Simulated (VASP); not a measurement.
Input:

```yaml
crystal:
  lattice:
    - [0.00000, 2.59080, 2.59080]
    - [2.59080, 0.00000, 2.59080]
    - [2.59080, 2.59080, 0.00000]
  atoms:
    - { symbol: Hf, position: [0.00000, 0.00000, 0.00000] }
    - { symbol: O, position: [0.25000, 0.25000, 0.25000] }
    - { symbol: O, position: [0.75000, 0.75000, 0.75000] }
```

These are PBE GGA, VASP's PBE PAW potentials (set 64) (plane waves; VASP) values and carry that method's errors. Numerical set-up: EDIFF = 1E-3, 520 eV cut-off, 7×7×7 Γ-centred mesh, Gaussian smearing of 0.050 eV, potentials Hf_pv O.

Question: Estimate the energy per atom (σ→0), pressure.

Answer: 
```yaml
energy per atom (σ→0): -10.050 eV/atom
pressure: -13.81 GPa
```

Only differences to runs with the same potentials and settings are physical.

The compound is HfO2 in the fluorite structure, the high-temperature cubic form, which is unstable at 0 K; the monoclinic form is the stable one. The cell was not relaxed at this level. The run is one of a series of settings (EDIFF = 1E-3 against the base run), some of them coarse on purpose.
